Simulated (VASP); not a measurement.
VASP runs on V (a trial cell in the beta-Sn structure, space group I4_1/amd) share one base input (PBE GGA, plane waves, VASP's PBE PAW potentials (set 64)) and change the settings named in each case.

File POSCAR:
```
V
1
   -2.3664030000     2.3664030000     1.2911380000
    2.3664030000    -2.3664030000     1.2911380000
    2.3664030000     2.3664030000    -1.2911380000
V
2
Direct
  0.7500000000   0.2500000000   0.5000000000
  0.0000000000   0.0000000000   0.0000000000
```

**INCAR**
```
! general
SYSTEM   =  V
PREC     =  Accurate
ENCUT    =  400
LREAL    =  .False.   ! projection in real space or not
LASPH    =  .True.   ! aspherical one-centre terms

! electronic loop
EDIFF    =  1E-6
NELM     =  100
ALGO     =  Normal
LMAXMIX  =  4   ! l cut-off of mixed one-centre charges

! smearing
ISMEAR   =  1   ! Methfessel-Paxton
SIGMA    =  0.1   ! width (eV)

! functional
GGA      =  PE   ! PBE

! spin
ISPIN    =  2   ! spin-polarised
MAGMOM   =  2.0 2.0

! ions
ISIF     =  2

! output
LWAVE    =  .False.
LCHARG   =  .False.
LORBIT   =  10
```

**KPOINTS**
```
Regular mesh
0
Gamma
  14 14 14
0 0 0
```

POTCAR, in this order: V_sv (PBE.64 set). Program: vasp_std.

```
change            E(σ→0) (eV/atom)  plane waves
----------------  ----------------  -----------
base run                   -8.5125          538
PREC = Low                 -8.5123          538
PREC = Normal              -8.5125          538
PREC = Single              -8.5127          538
ADDGRID = .TRUE.           -8.5125          538
LASPH = .FALSE.            -8.5065          538
```

Left out are runs that ran out of time, are held back, or changed the cell or the kind of run, fixed moments of cells without a moment, rows past the twelfth, gaps on odd meshes, pressures of charged cells and columns that move by less than the noise.

The structure was generated: V was put into the beta-Sn type (I4_1/amd), which need not be its known phase. The cell was not relaxed at this level.
